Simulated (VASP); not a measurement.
A convergence study with VASP on SnO₂ (rutile): one setting is varied, all else stays as given below, so the limit is that of these other settings.

```xyz
6
Lattice="4.7400 0.0000 0.0000 0.0000 4.7400 0.0000 0.0000 0.0000 3.1900" Properties=species:S:1:pos:R:3 pbc="T T T"
Sn     0.0000     0.0000     0.0000
Sn     2.3700     2.3700     1.5950
O      1.4552     1.4552     0.0000
O      3.8252     0.9148     1.5950
O      0.9148     3.8252     1.5950
O      3.2848     3.2848     0.0000
```

These are PBEsol GGA, VASP's PBE PAW potentials (set 64) (plane waves; VASP) values and carry that method's errors. The tightest run used: 700 eV cut-off, 10×10×16 Γ-centred mesh, tetrahedra with Blöchl corrections, potentials Sn_d O.

Unless said otherwise, spin-orbit coupling is left out, though it shifts the bands of the heavy elements here. Gaps are read on the run's mesh, which can miss a band edge.

```json
[
 {"setting": "2×2×3 mesh", "E (eV/atom)": "-6.5936", "pressure (GPa)": "4.37", "largest force (eV/Å)": "0.190", "gap on the mesh (eV)": "1.138", "irreducible k-points": "6"},
 {"setting": "2×2×4 mesh", "E (eV/atom)": "-6.6035", "pressure (GPa)": "4.44", "largest force (eV/Å)": "0.178", "gap on the mesh (eV)": "1.144", "irreducible k-points": "9"},
 {"setting": "3×3×5 mesh", "E (eV/atom)": "-6.6091", "pressure (GPa)": "4.64", "largest force (eV/Å)": "0.200", "gap on the mesh (eV)": "1.151", "irreducible k-points": "9"}
]
```

### Question
These are the cheaper rows. Estimate the results at 10×10×16 mesh, and how far the last row shown lies from them.

### Answer

| quantity | tightest run | last row shown is off by |
|---|---|---|
| E (eV/atom) | -6.6103 | 0.0012 |
| pressure (GPa) | 4.71 | -0.08 |
| largest force (eV/Å) | 0.201 | -0.001 |
| gap on the mesh (eV) | 1.153 | -0.002 |

Left out are rungs that failed or repeat a setting and relaxations that didn't move; long series are thinned to 24 rows.

The compound is SnO2 in the rutile structure. The cell was not relaxed at this level, forces remain on its atoms.
